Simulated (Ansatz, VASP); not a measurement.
# Cross-check of H15C19 (amorphous poly(p-phenylene) at 300 K) between VASP and Ansatz, part 2 of 2

One calculation is typed for both programs; each brings its own data sets. How far apart do they land? Of the first pair: The structure shown is the start of the Ansatz relaxation below; VASP solves that cell, so the two are compared at the walk's first step.

VASP 6.6.1 and Ansatz 0.2.0.

So far. Step 3 (VASP: single point, PBE with D3(BJ), start cell, pair 1): The run ends at a pressure of 0.00 GPa, with forces up to 0.40 eV/Å.

## (6) VASP: single point, PBE with D3(BJ), relaxed cell, pair 2

Level of this step: PBE with D3(BJ), spin-polarised from a ferromagnetic start; plane waves and PAW (C, H) (VASP).

The same cell, functional, mesh and smearing now go to VASP, with its own data sets.

INCAR

```
SYSTEM = H15C19
PREC = Accurate
ENCUT = 520
EDIFF = 1E-06
NELM = 200
ISMEAR = -1
SIGMA = 0.01
LREAL = Auto
ALGO = Normal
GGA = PE
IVDW = 12
NELECT = 545
NBANDS = 415
ISPIN = 2
MAGMOM = 0 0 0 -0 0 0 0 -0 0 -0 -0 0 0 0 0 -0 0 0 0 0 -0 -0 -0 0 0 0 0 0 0 -0 0 0 0 -0 0 0 -0 0 -0 0.02 -0 0 0.01 0 -0 0.02 0 0 0.01 0 0 0.02 0 0 0.02 0 0 0.01 0 0 0.01 0 0 0.01 0 0 0.01 0 0 0.01 0 -0 0.01 0 0 0 -0 0.01 -0 0 0 0 -0 0.02 0 0 0.01 0 0 0.01 0 -0 0.01 0 0 0 0 0 0 0 0 0 0 -0 0 0 0 0 0 0 0 -0 0 0 0 0 0 0 0 0 0 -0 -0 -0 -0 0 0 0 0 -0 -0 0 -0 0 -0 -0 -0 -0 -0 -0 0 0 0 -0 0 0 0 0 -0 -0 -0 -0 -0 -0 -0 -0 -0 -0 -0 -0 0 -0 -0 -0 -0 -0 -0 -0 -0 -0 -0 0 0 0 0 0 0 0 -0 -0 0 -0 -0 -0 -0 -0 0 -0 -0 -0 0 0 -0 -0 0 0 -0 -0 0 0 0 0 0 0
LORBIT = 11
LWAVE = .FALSE.
LCHARG = .FALSE.
ISIF = 2
LASPH = .TRUE.
GGA_COMPAT = .FALSE.
```

POSCAR

```
H15C19
1.0
   12.8596700000      0.0000000000      0.0000000000
    0.0000000000     12.8596700000      0.0000000000
    0.0000000000      0.0000000000     12.8596700000
C H
114 90
Direct
    0.3540500000      0.2576900000      0.2665200000
    0.3316000000      0.1557200000      0.2148700000
    0.2411700000      0.0996700000      0.2388900000
    0.2235000000      0.0018200000      0.1961600000
    0.2955300000      0.9569700000      0.1274400000
    0.3848600000      0.0141700000      0.1017500000
    0.4023500000      0.1118300000      0.1448100000
    0.2789300000      0.8527500000      0.0827100000
    0.1798900000      0.8180000000      0.0527800000
    0.1655000000      0.7193300000      0.0101100000
    0.2498600000      0.6516900000      0.9971400000
    0.3490200000      0.6871100000      0.0255500000
    0.3634500000      0.7855200000      0.0674000000
    0.2412100000      0.5429300000      0.9587200000
    0.2554200000      0.4609000000      0.0292300000
    0.2636500000      0.3587100000      0.9947400000
    0.2583800000      0.3352200000      0.8883000000
    0.2397600000      0.4166000000      0.8181400000
    0.2303900000      0.5189000000      0.8529900000
    0.2774100000      0.2269800000      0.8541700000
    0.2217100000      0.1440400000      0.8978100000
    0.2460200000      0.0416400000      0.8727200000
    0.3299000000      0.0190800000      0.8069400000
    0.3845600000      0.1018500000      0.7614200000
    0.3572800000      0.2044300000      0.7832500000
    0.3619500000      0.9101800000      0.7878500000
    0.2953000000      0.8405200000      0.7372700000
    0.3285700000      0.7407500000      0.7119500000
    0.4272600000      0.7056700000      0.7420300000
    0.4920200000      0.7736500000      0.7975800000
[... 168 atom lines left out ...]
    0.5777200000      0.3877000000      0.3429100000
    0.6000000000      0.6332300000      0.1167200000
    0.7860500000      0.6541300000      0.1579900000
    0.4440200000      0.4515100000      0.1393600000
    0.4177600000      0.4705900000      0.2730900000
    0.4275100000      0.5787300000      0.1876600000
```

KPOINTS

```
Automatic mesh
0
Gamma
1 1 1
0 0 0
```

Potentials, in the order of the species: C and H (PBE family, release 64).

Launch:

```sh
export OMP_NUM_THREADS=3
mpirun -np 1 vasp_gam
```

Numbers of over 12 decimals in the logs are rounded to 6 here.

The log of the run:

```text
[... set-up lines as in an earlier step ...]
 entering main loop
       N       E                     dE             d eps       ncg     rms          rms(c)
DAV:   1     0.362114346293E+04    0.36211E+04   -0.28122E+05  1684   0.122E+03
DAV:   2    -0.103539410630E+04   -0.46565E+04   -0.43802E+04  2074   0.283E+02
DAV:   3    -0.146760716133E+04   -0.43221E+03   -0.42719E+03  2056   0.870E+01
DAV:   4    -0.147920856749E+04   -0.11601E+02   -0.11558E+02  2096   0.162E+01
DAV:   5    -0.147957699873E+04   -0.36843E+00   -0.36814E+00  2192   0.272E+00BRMIX: very serious problems
 the old and the new charge density differ
 old charge density:   546.00000 new  545.00000
    0.585E+01
DAV:   6    -0.138170655514E+04    0.97870E+02   -0.12001E+02  1904   0.137E+01    0.320E+01
DAV:   7    -0.135817564644E+04    0.23531E+02   -0.69539E+01  2008   0.110E+01    0.125E+01
DAV:   8    -0.135741294211E+04    0.76270E+00   -0.46526E+00  1976   0.360E+00    0.428E+00
DAV:   9    -0.135745322441E+04   -0.40282E-01   -0.11025E+00  1944   0.161E+00    0.117E+00
[...]
DAV:  20    -0.135749181611E+04    0.29809E-05   -0.72879E-06  1752   0.508E-03    0.738E-03
DAV:  21    -0.135749181510E+04    0.10048E-05   -0.25508E-06  1616   0.341E-03    0.394E-03
DAV:  22    -0.135749181514E+04   -0.40249E-07   -0.93886E-07  1520   0.216E-03
   1 F= -.13725508E+04 E0= -.13725479E+04  d E =-.564182E-02  mag=    -0.9949
```

From OUTCAR (step 6):

```text
 magnetization (x)
# of ion       s       p       d       tot
------------------------------------------
    1       -0.000  -0.000   0.000  -0.000
    2       -0.000  -0.000   0.000  -0.000
    3       -0.000  -0.000   0.000  -0.000
    4        0.000   0.000   0.000   0.000
    5       -0.000  -0.000   0.000  -0.000
    6       -0.000  -0.000   0.000  -0.000
[...]
202       -0.000  -0.000   0.000  -0.000
  203       -0.000  -0.000   0.000  -0.000
  204       -0.000  -0.000   0.000  -0.000
--------------------------------------------------
tot         -0.026  -0.506   0.000  -0.532
```

The run ends at a pressure of -0.04 GPa, with forces up to 0.068 eV/Å.

## (7) Differences

The two programs side by side:

| quantity | Ansatz | VASP | difference |
| --- | --- | --- | --- |
| total moment (μB) | -0.99 | -0.99 | 0.00 |

At this near-relaxed geometry the largest component of a force difference is 41 meV/Å. Without spin-orbit coupling the overall direction of the spins is arbitrary; the signs of Ansatz's moments are turned here to match VASP's. The cell carries a charge of +1 e against a uniform background, so its pressure also hangs on how the neutralising background is counted, and in a defect's cell a gap may be the spacing between its levels.

## (8) Results

```yaml
r_m_s_force_difference_single_point_pbe_with_d3_bj_start_cell_pair_1: 14 meV/Å
r_m_s_force_difference_single_point_pbe_with_d3_bj_relaxed_cell_pair_2: 14 meV/Å
```

What this shows: The r.m.s. force difference is 14 meV/Å (single point, PBE with D3(BJ), relaxed cell, pair 2), beyond the 12 meV/Å picked in this series as the mark of a large difference. What causes the difference of the single point, PBE with D3(BJ), start cell, pair 1 pair stays open here. What causes the difference of the single point, PBE with D3(BJ), relaxed cell, pair 2 pair stays open here. Such differences can come from data sets, numerical settings and the points named under the comparisons, not from the functional's error against experiment.

[Lines on the potential files, build, host, timing and source positions are cut from VASP's logs without a mark.]

[Logs are printed without paths, hosts, clocks, repeated set-up lines and the standing remarks that a program may print on its own settings, such as how far it seeks lower states.]

[Hosts, paths, dates, database ids (printed as entryN), source tags and the programs' standing remarks are cut or masked in the printed files.]
